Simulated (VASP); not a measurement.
# HfO2: electric field gradients

Aim: the field gradients that the nuclei of HfO2 feel, by functional. The cell has space group P4_2/nmc, a computed entry that need not be the common form of this compound. The start is a computed cell from the Materials Project.

Calculated with VASP 6.6.1; LDA; plane waves and PAW (Hf_pv, O), in the first sound run; inputs show where later runs differ.

**1. Starting point**

Symmetry: P4_2/nmc, No. 137, tetragonal system. Conventional cell: a = 3.558 Å, b = 3.558 Å, c = 5.172 Å, α = 90.00°, β = 90.00°, γ = 90.00°. Nearest to Hf lie 8 O at 2.05 to 2.37 Å. Nearest to O lie 4 Hf at 2.05 to 2.37 Å. Farther neighbours and most contacts between anions are not listed.

Coordinates:

```cif
data_structure
_symmetry_space_group_name_H-M 'P4_2/nmc:1'
_symmetry_Int_Tables_number 137
_cell_length_a 3.5580
_cell_length_b 3.5580
_cell_length_c 5.1719
_cell_angle_alpha 90.000
_cell_angle_beta 90.000
_cell_angle_gamma 90.000
_cell_volume 65.47
loop_
_atom_site_label
_atom_site_type_symbol
_atom_site_symmetry_multiplicity
_atom_site_Wyckoff_symbol
_atom_site_fract_x
_atom_site_fract_y
_atom_site_fract_z
_atom_site_occupancy
Hf1 Hf 2 a 0.50000 0.50000 0.50000 1
O1 O 4 d 0.00000 0.50000 0.69721 1
```

**2. Local probes at LDA**

Field gradients probe the charge near the nuclei, so LASPH is on and the cutoff is at least 1.4 times the default of the data sets; this run is at LDA.

File INCAR:

```
SYSTEM = HfO2
PREC = Accurate
ENCUT = 560
EDIFF = 1E-07
NELM = 100
ISMEAR = -1
SIGMA = 0.05
LREAL = .FALSE.
ALGO = Normal
GGA = CA
NBANDS = 28
LORBIT = 11
LWAVE = .FALSE.
LCHARG = .FALSE.
KPAR = 2
LEFG = .TRUE.
ICORELEVEL = 1
LASPH = .TRUE.
```

File POSCAR:

```
HfO2
1.0
    3.5580193300      0.0000000000      0.0000000000
    0.0000000000      3.5580193300      0.0000000000
    0.0000000000      0.0000000000      5.1718612100
Hf O
2 4
Direct
    0.5000000000      0.5000000000      0.5000000000
    0.0000000000      0.0000000000      0.0000000000
    0.0000000000      0.5000000000      0.6972078800
    0.5000000000      0.0000000000      0.8027921200
    0.5000000000      0.0000000000      0.3027921200
    0.0000000000      0.5000000000      0.1972078800
```

File KPOINTS:

```
Automatic mesh
0
Gamma
8 8 6
0 0 0
```

PAW data sets: Hf_pv and O (PBE family, release 64).

The run is started by

```sh
> mpirun -np 2 vasp_std
```

The log of the run:

```text
[banner, memory and clock lines left out]
running    2 mpi-ranks, on    1 nodes
 distrk:  each k-point on    1 cores,    2 groups
 distr:  one band on    1 cores,    1 groups

 POSCAR found type information on POSCAR HfO
 POSCAR found :  2 types and       6 ions
|                                                                             |
|               ----> ADVICE to this user running VASP <----                  |
|                                                                             |
|     You enforced a specific xc type in the INCAR file but a different       |
|     [... a line on the potential file left out ...]
|     I HOPE YOU KNOW WHAT YOU ARE DOING!                                     |
|                                                                             |

 LDA part: xc-table for (Slater(with rela. corr.)+CA(PZ))
 , standard interpolation
 POSCAR, INCAR and KPOINTS ok, starting setup
 FFT: planning ... GRIDC
 FFT: planning ... GRID_SOFT
 FFT: planning ... GRID
 WAVECAR not read
 entering main loop
       N       E                     dE             d eps       ncg     rms          rms(c)
DAV:   1     0.264255280673E+03    0.26426E+03   -0.26472E+04  3360   0.166E+03
DAV:   2    -0.624258623101E+02   -0.32668E+03   -0.31777E+03  4328   0.396E+02
DAV:   3    -0.765046883696E+02   -0.14079E+02   -0.14037E+02  4004   0.756E+01
DAV:   4    -0.766514686206E+02   -0.14678E+00   -0.14667E+00  4528   0.849E+00
DAV:   5    -0.766526515020E+02   -0.11829E-02   -0.11827E-02  4220   0.716E-01    0.761E+01
DAV:   6    -0.667565027608E+02    0.98961E+01   -0.54499E+01  3864   0.403E+01    0.631E+01
DAV:   7    -0.664412286608E+02    0.31527E+00   -0.26263E+00  4016   0.111E+01    0.347E+01
DAV:   8    -0.663850856580E+02    0.56143E-01   -0.22108E-01  4132   0.357E+00    0.558E+00
DAV:   9    -0.663690445855E+02    0.16041E-01   -0.59669E-02  3756   0.173E+00    0.271E+00
DAV:  10    -0.663678744238E+02    0.11702E-02   -0.61041E-03  4244   0.489E-01    0.774E-02
DAV:  11    -0.663678996619E+02   -0.25238E-04   -0.36895E-04  4132   0.123E-01    0.486E-02
DAV:  12    -0.663679024864E+02   -0.28246E-05   -0.17850E-05  3984   0.259E-02    0.436E-02
DAV:  13    -0.663679021381E+02    0.34830E-06   -0.20821E-06  4036   0.913E-03    0.129E-02
DAV:  14    -0.663679021351E+02    0.30163E-08   -0.10964E-07  2744   0.217E-03
ion   1
     0.0000000     0.0000000    -0.0000000    -2.0893467    -0.0000000     0.0000000
     0.0000654     0.0000000    -0.0000000    -2.0893467    -0.0000000     0.0000000
     0.0000901     0.0000000    -0.0000000    -2.0893467    -0.0000000     0.0000000
     0.0001241     0.0000000    -0.0000000    -2.0893467    -0.0000000     0.0000000
     0.0001709     0.0000000    -0.0000000    -2.0893467    -0.0000000     0.0000000

     0.0000000     0.0000000    -0.0000000   -99.4714603    -0.0000000     0.0000000
     0.0000654     0.0000000    -0.0000000   -99.4060335    -0.0000000     0.0000000
     0.0000901     0.0000000    -0.0000000   -99.3752039    -0.0000000     0.0000000
     0.0001241     0.0000000    -0.0000000   -99.3284465    -0.0000000     0.0000000
     0.0001709     0.0000000    -0.0000000   -99.2578598    -0.0000000     0.0000000

ion   2
     0.0000000     0.0000000    -0.0000000    -2.0893467    -0.0000000    -0.0000000
     0.0000654     0.0000000    -0.0000000    -2.0893467    -0.0000000    -0.0000000
     0.0000901     0.0000000    -0.0000000    -2.0893467    -0.0000000    -0.0000000
     0.0001241     0.0000000    -0.0000000    -2.0893467    -0.0000000    -0.0000000
     0.0001709     0.0000000    -0.0000000    -2.0893467    -0.0000000    -0.0000000

     0.0000000     0.0000000    -0.0000000   -99.4714603    -0.0000000    -0.0000000
     0.0000654     0.0000000    -0.0000000   -99.4060335    -0.0000000    -0.0000000
     0.0000901     0.0000000    -0.0000000   -99.3752039    -0.0000000    -0.0000000
     0.0001241     0.0000000    -0.0000000   -99.3284465    -0.0000000    -0.0000000
     0.0001709     0.0000000    -0.0000000   -99.2578598    -0.0000000    -0.0000000

ion   3
     0.0000000     0.0000000     0.0000000     0.8435193     0.0000000     4.8916933
     0.0000293     0.0000000     0.0000000     0.8435193     0.0000000     4.8916932
     0.0000403     0.0000000     0.0000000     0.8435193     0.0000000     4.8916932
     0.0000555     0.0000000     0.0000000     0.8435192     0.0000000     4.8916932
     0.0000765     0.0000000     0.0000000     0.8435192     0.0000000     4.8916931

     0.0000000     0.0000000     0.0000000     2.8211583     0.0000000    11.6160256
     0.0000293     0.0000000     0.0000000     2.8211575     0.0000000    11.6160230
     0.0000403     0.0000000     0.0000000     2.8211570     0.0000000    11.6160213
     0.0000555     0.0000000     0.0000000     2.8211562     0.0000000    11.6160184
     0.0000765     0.0000000     0.0000000     2.8211547     0.0000000    11.6160135

ion   4
     0.0000000    -0.0000000    -0.0000000     0.8435193     0.0000000     4.8916933
     0.0000293    -0.0000000    -0.0000000     0.8435193     0.0000000     4.8916932
     0.0000403    -0.0000000    -0.0000000     0.8435193     0.0000000     4.8916932
     0.0000555    -0.0000000    -0.0000000     0.8435192     0.0000000     4.8916932
     0.0000765    -0.0000000    -0.0000000     0.8435192     0.0000000     4.8916931

     0.0000000    -0.0000000    -0.0000000     2.8211583     0.0000000    11.6160256
     0.0000293    -0.0000000    -0.0000000     2.8211575     0.0000000    11.6160230
     0.0000403    -0.0000000    -0.0000000     2.8211570     0.0000000    11.6160213
     0.0000555    -0.0000000    -0.0000000     2.8211562     0.0000000    11.6160184
     0.0000765    -0.0000000    -0.0000000     2.8211547     0.0000000    11.6160135

ion   5
     0.0000000    -0.0000000     0.0000000     0.8435193     0.0000000    -4.8916933
     0.0000293    -0.0000000     0.0000000     0.8435193     0.0000000    -4.8916932
     0.0000403    -0.0000000     0.0000000     0.8435193     0.0000000    -4.8916932
     0.0000555    -0.0000000     0.0000000     0.8435192     0.0000000    -4.8916932
     0.0000765    -0.0000000     0.0000000     0.8435192     0.0000000    -4.8916931

     0.0000000    -0.0000000     0.0000000     2.8211583     0.0000000   -11.6160256
     0.0000293    -0.0000000     0.0000000     2.8211575     0.0000000   -11.6160230
     0.0000403    -0.0000000     0.0000000     2.8211570     0.0000000   -11.6160213
     0.0000555    -0.0000000     0.0000000     2.8211562     0.0000000   -11.6160184
     0.0000765    -0.0000000     0.0000000     2.8211547     0.0000000   -11.6160135

ion   6
     0.0000000     0.0000000    -0.0000000     0.8435193     0.0000000    -4.8916933
     0.0000293     0.0000000    -0.0000000     0.8435193     0.0000000    -4.8916932
     0.0000403     0.0000000    -0.0000000     0.8435193     0.0000000    -4.8916932
     0.0000555     0.0000000    -0.0000000     0.8435192     0.0000000    -4.8916932
     0.0000765     0.0000000    -0.0000000     0.8435192     0.0000000    -4.8916931

     0.0000000     0.0000000    -0.0000000     2.8211583     0.0000000   -11.6160256
     0.0000293     0.0000000    -0.0000000     2.8211575     0.0000000   -11.6160230
     0.0000403     0.0000000    -0.0000000     2.8211570     0.0000000   -11.6160213
     0.0000555     0.0000000    -0.0000000     2.8211562     0.0000000   -11.6160184
     0.0000765     0.0000000    -0.0000000     2.8211547     0.0000000   -11.6160135

   1 F= -.66367902E+02 E0= -.66367902E+02  d E =-.818356E-10
```

The job ended after 30 s (2 MPI ranks of Intel Xeon Platinum 8488C (Sapphire Rapids), shared host; peak memory 0.42 GiB; 58 s of CPU time).

Lines that name or quote the potential files are left out of all logs, and their timing lines are given in words.

From OUTCAR (step 2):

```text
ion  position               nearest neighbor table
   1  0.500  0.500  0.500-   3 2.05   5 2.05   5 2.05   3 2.05   4 2.37   4 2.37   6 2.37   6 2.37
                             2 3.61   2 3.61   2 3.61   2 3.61   2 3.61   2 3.61   2 3.61   2 3.61
   2  0.000  0.000  0.000-   4 2.05   6 2.05   6 2.05   4 2.05   3 2.37   5 2.37   3 2.37   5 2.37
                             1 3.61   1 3.61   1 3.61   1 3.61   1 3.61   1 3.61   1 3.61   1 3.61
   3  0.000  0.500  0.697-   1 2.05   1 2.05   2 2.37   2 2.37
   4  0.500  0.000  0.803-   2 2.05   2 2.05   1 2.37   1 2.37
   5  0.500  0.000  0.303-   1 2.05   1 2.05   2 2.37   2 2.37
   6  0.000  0.500  0.197-   2 2.05   2 2.05   1 2.37   1 2.37

  LATTYP: Found a simple tetragonal cell.
 ALAT       =     3.5580193300
 C/A-ratio  =     1.4535787275

 Subroutine GETGRP returns: Found 16 space group operations
 (whereof  8 operations were pure point group operations)

The static configuration has the point symmetry D_2d.
 The point group associated with its full space group is D_4h.

 Found     60 irreducible k-points:

   k-points           NKPTS =     60   k-points in BZ     NKDIM =     60   number of bands    NBANDS=     28

   dimension x,y,z NGX =    28 NGY =   28 NGZ =   40
   dimension x,y,z NGXF=    56 NGYF=   56 NGZF=   80

   ENCUT  =  560.0 eV  41.16 Ry    6.42 a.u.   6.87  6.87  9.98*2*pi/ulx,y,z

   NELECT =      44.0000    total number of electrons

 k-points in reciprocal lattice and weights: Automatic mesh
   0.00000000  0.00000000  0.00000000       0.003
   0.12500000  0.00000000  0.00000000       0.010
   0.25000000  0.00000000  0.00000000       0.010
   0.37500000  0.00000000  0.00000000       0.010
   0.50000000  0.00000000  0.00000000       0.005
   0.12500000  0.12500000  0.00000000       0.010
   0.25000000  0.12500000  0.00000000       0.021
   0.37500000  0.12500000  0.00000000       0.021
   0.50000000  0.12500000  0.00000000       0.010
[...]
0.50000000  0.37500000  0.50000000       0.010
   0.50000000  0.50000000  0.50000000       0.003

 the core state eigenenergies are
   1-  1s -65251.1712  2s -11149.8065  2p  -9787.0266  3s  -2533.0757  3p  -2126.1495
       3d  -1645.2465  4s   -502.4690  4p   -369.0047  4d   -196.7065  4f     -6.9472
       5s    -56.8745
   2-  1s -65251.1712  2s -11149.8065  2p  -9787.0266  3s  -2533.0757  3p  -2126.1495
       3d  -1645.2465  4s   -502.4690  4p   -369.0047  4d   -196.7065  4f     -6.9472
       5s    -56.8745
   3-  1s   -500.5510
   4-  1s   -500.5510
   5-  1s   -500.5510
   6-  1s   -500.5510

 E-fermi :   4.2188

 k-point     1 :       0.0000    0.0000    0.0000
  band No.  band energies     occupation
    ...
     18       1.8238      2.00000
     19       2.4119      2.00000
     20       3.0218      2.00000
     21       3.0563      2.00000
     22       3.0563      2.00000
     23       7.6925      0.00000
     24       7.7189      0.00000
     25       8.9998      0.00000
     26       9.1986      0.00000
     27       9.5587      0.00000
    ...

 k-point     2 :       0.1250    0.0000    0.0000
  band No.  band energies     occupation
    ...
     18       1.7069      2.00000
     19       2.4262      2.00000
     20       2.7425      2.00000
     21       2.9332      2.00000
     22       3.0555      2.00000
     23       7.8910      0.00000
     24       8.0075      0.00000
     25       8.9520      0.00000
     26       9.1936      0.00000
     27       9.9229      0.00000
    ...

 k-point     3 :       0.2500    0.0000    0.0000
  band No.  band energies     occupation
    ...
     18       1.3053      2.00000
     19       2.0687      2.00000
     20       2.3734      2.00000
     21       2.8413      2.00000
     22       3.1018      2.00000
     23       8.1692      0.00000
     24       8.5696      0.00000
     25       8.6649      0.00000
     26       9.1929      0.00000
     27      10.6049      0.00000
    ...

  Total       -2.7966204     -2.7966204     -3.0076013      0.0000000      0.0000000      0.0000000
  in kB      -68.4353728    -68.4353728    -73.5982317      0.0000000      0.0000000      0.0000000
  external PRESSURE =     -70.1563258 kB  Pullay stress =       0.0000000 kB

  energy-cutoff  :      560.00
  volume of cell :       65.47
      direct lattice vectors                 reciprocal lattice vectors
     3.558019330  0.000000000  0.000000000     0.281055247  0.000000000  0.000000000
     0.000000000  3.558019330  0.000000000     0.000000000  0.281055247  0.000000000
     0.000000000  0.000000000  5.171861210     0.000000000  0.000000000  0.193353990

 POSITION                                       TOTAL-FORCE (eV/Angst)
 -----------------------------------------------------------------------------------
      1.77901      1.77901      2.58593         0.000000      0.000000     -0.000000
      0.00000      0.00000      0.00000        -0.000000      0.000000     -0.000000
      0.00000      1.77901      3.60586         0.000000      0.000000      0.019299
      1.77901      0.00000      4.15193        -0.000000      0.000000     -0.019299
      1.77901      0.00000      1.56600        -0.000000      0.000000     -0.019299
      0.00000      1.77901      1.01993        -0.000000      0.000000      0.019299
 -----------------------------------------------------------------------------------
    total drift:                                0.000000      0.000000      0.000000

  FREE ENERGIE OF THE ION-ELECTRON SYSTEM (eV)
  ---------------------------------------------------
  free  energy   TOTEN  =       -66.3679021351 eV

  energy  without entropy=      -66.3679021350  energy(sigma->0) =      -66.36790214

 Electric field gradients after diagonalization (V/A^2)
 (convention: |V_zz| > |V_xx| > |V_yy|)
----------------------------------------------------------------------
 ion       V_xx      V_yy      V_zz     asymmetry (V_yy - V_xx)/ V_zz
----------------------------------------------------------------------
   1     -61.682   -61.682   123.365       0.000
   2     -61.682   -61.682   123.365       0.000
   3      -7.976    -3.923    11.899       0.341
   4      -7.976    -3.923    11.899       0.341
   5      -7.976    -3.923    11.899       0.341
   6      -7.976    -3.923    11.899       0.341
----------------------------------------------------------------------

 total charge
# of ion       s       p       d       tot
------------------------------------------
    1        0.314   6.629   1.514   8.457
    2        0.314   6.629   1.514   8.457
    3        1.547   3.533   0.000   5.080
    4        1.547   3.533   0.000   5.080
    5        1.547   3.533   0.000   5.080
    6        1.547   3.533   0.000   5.080
--------------------------------------------------
tot          6.817  27.390   3.029  37.235

[... 3 further parts left out ...]
```

These are scalar-relativistic Kohn-Sham levels of the ground state, with no core hole, so they are not binding energies. Harder data sets than Hf_pv exist (the GW ones), and pressures, volumes and forces can shift noticeably with them. The PAW data sets were made with PBE, though LDA sets exist; this is a small mismatch.

This step gave:

```yaml
free_energy_toten: -66.3679 eV
fermi_energy: 4.219 eV
pressure: -7.016 GPa
```

The two shallowest core shells; atoms whose shallowest level rounds to another's at 0.01 eV are left out. Core levels, by row:

```tsv
atom	shell	level below the valence-band top (eV)
Hf1	5s	60.01
Hf1	4f	10.09
O3	1s	503.7
```

Ordered as |Vzz| ≥ |Vxx| ≥ |Vyy|, the program's way. Electric field gradients, by row:

```tsv
atom	Vxx (V/Å²)	Vyy (V/Å²)	Vzz (V/Å²)	asymmetry
Hf1	-61.68	-61.68	123.4	0
Hf2	-61.68	-61.68	123.4	0
O3	-7.976	-3.923	11.9	0.341
O4	-7.976	-3.923	11.9	0.341
O5	-7.976	-3.923	11.9	0.341
O6	-7.976	-3.923	11.9	0.341
```

The largest gradient is 123.4 V/Å², at Hf1.

[end of part 1 of 3]

[Lines on the potential files, build, host, timing and source positions are cut from VASP's logs without a mark.]

[Logs are printed without paths, hosts, clocks, repeated set-up lines and the standing remarks that a program may print on its own settings, such as how far it seeks lower states.]

[Hosts, paths, dates, database ids (printed as entryN), source tags and the programs' standing remarks are cut or masked in the printed files.]
